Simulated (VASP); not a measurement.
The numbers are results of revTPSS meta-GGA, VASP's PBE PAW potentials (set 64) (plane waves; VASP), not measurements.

A VASP calculation is set up with these files.

POSCAR:
```
NiSb
1.0
  1.9332071575  -3.3484131769   0.0000000000
  1.9332071575   3.3484131769   0.0000000000
  0.0000000000   0.0000000000   5.0048071496
Ni Sb
2 2
Cart
  0.0000000000   0.0000000000   2.5024035748
  0.0000000000   0.0000000000   0.0000000000
  1.9332071575   1.1161399579   1.2512017874
  1.9332071575  -1.1161399579   3.7536053622
```

**INCAR**
```
ALGO = Normal
EDIFF = 1E-7
EDIFFG = -0.01
ENCUT = 520
IBRION = 2
ISIF = 4
ISMEAR = 1
LASPH = .TRUE.
LCHARG = .FALSE.
LMAXMIX = 4
LMIXTAU = .TRUE.
LREAL = .FALSE.
LWAVE = .FALSE.
METAGGA = RTPSS
NELM = 100
NSW = 30
PREC = Accurate
SIGMA = 0.1
SYSTEM = NiSb
```

**KPOINTS**
```
K-points
0
Gamma
  9 9 6
0 0 0
```

POTCAR, in this order: Ni Sb (PBE.64 set). Program: vasp_std.

Unless said otherwise, spin-orbit coupling is left out, though it shifts the bands of the heavy elements here.

**Question.** Estimate the energy per atom (σ→0), band gap (on the k-mesh).

**Answer.** 
```yaml
energy per atom (σ→0): 6.123 eV/atom
band gap (on the k-mesh): none (metal, semimetal or under 0.01 eV)
```

OSZICAR:
```
...
DAV:   3     0.244925384932E+02   -0.73780E-06   -0.11203E-04  2018   0.209E-01    0.317E-02
DAV:   4     0.244925555683E+02    0.17075E-04   -0.35968E-05  2219   0.110E-01    0.313E-03
DAV:   5     0.244925568213E+02    0.12530E-05   -0.43521E-06  1857   0.224E-02    0.200E-03
DAV:   6     0.244925565937E+02   -0.22762E-06   -0.34093E-07  1808   0.623E-03    0.163E-03
DAV:   7     0.244925571572E+02    0.56344E-06   -0.30435E-07  1612   0.647E-03    0.114E-03
DAV:   8     0.244925565546E+02   -0.60260E-06   -0.44483E-07  1734   0.749E-03    0.280E-04
DAV:   9     0.244925566407E+02    0.86129E-07   -0.20074E-08   930   0.218E-03
   2 F= 0.24492557E+02 E0= 0.24492416E+02  d E =-.270202E-04
```

The compound is NiSb in the NiAs type structure. This cell is one point of a volume scan, at 0.97 of the reference volume. Symmetry was kept, so distortions that lower it aren't found. The run is not spin-polarised, so no magnetic state was tried.
